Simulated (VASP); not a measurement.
An input for Quantum ESPRESSO's pw.x (written as the equivalent of a VASP run, and not itself run):

```
&CONTROL
  calculation = 'scf'
  pseudo_dir = './pseudo'
  outdir = './out'
  tprnfor = .true.
  tstress = .true.
/
&SYSTEM
  ibrav = 0
  nat = 2
  ntyp = 2
  ecutwfc = 76
  occupations = 'smearing'
  smearing = 'gaussian'
  degauss = 0.000735
  input_dft = 'pbe'
/
&ELECTRONS
  conv_thr = 7.3e-08
  electron_maxstep = 100
/
ATOMIC_SPECIES
  B 10.810 B.upf
  P 30.974 P.upf
CELL_PARAMETERS angstrom
     0.0000000    2.2323060    2.2323060
     2.2323060    0.0000000    2.2323060
     2.2323060    2.2323060    0.0000000
ATOMIC_POSITIONS crystal
  B    0.0000000  0.0000000  0.0000000
  P    0.2500000  0.2500000  0.2500000
K_POINTS automatic
  13 13 13 0 0 0
```

### Question
Translate this input to VASP (INCAR, KPOINTS, POSCAR, choice of POTCAR).

### Answer
This is not unique; one that fits is 
### POSCAR
```
BP
1
    0.0000000000     2.2323060000     2.2323060000
    2.2323060000     0.0000000000     2.2323060000
    2.2323060000     2.2323060000     0.0000000000
B P
1 1
Direct
  0.0000000000   0.0000000000   0.0000000000
  0.2500000000   0.2500000000   0.2500000000
```

File KPOINTS:
```
Automatic mesh
0
Gamma
13 13 13
0 0 0
```

INCAR:
```
SYSTEM=BP
PREC=Accurate; ENCUT=400; LREAL=.False.
LASPH=.True.
EDIFF=1E-6; NELM=100; ALGO=Normal
ISMEAR=0; SIGMA=0.01
GGA=PE
ISIF=2
LWAVE=.False.; LCHARG=.False.
```

POTCAR, in this order: B P (PBE.64 set). Program: vasp_std.

What does not carry over: the potentials are each code's own (VASP's PAW set, PseudoDojo norm-conserving files in pw.x), so ENCUT and ecutwfc are chosen apart and not converted; conv_thr bounds pw.x's estimated SCF error, while EDIFF bounds the energy change between steps.

The structure comes from a computed database's BP entry; how it stands against other phases isn't given here. The cell was not relaxed at this level.
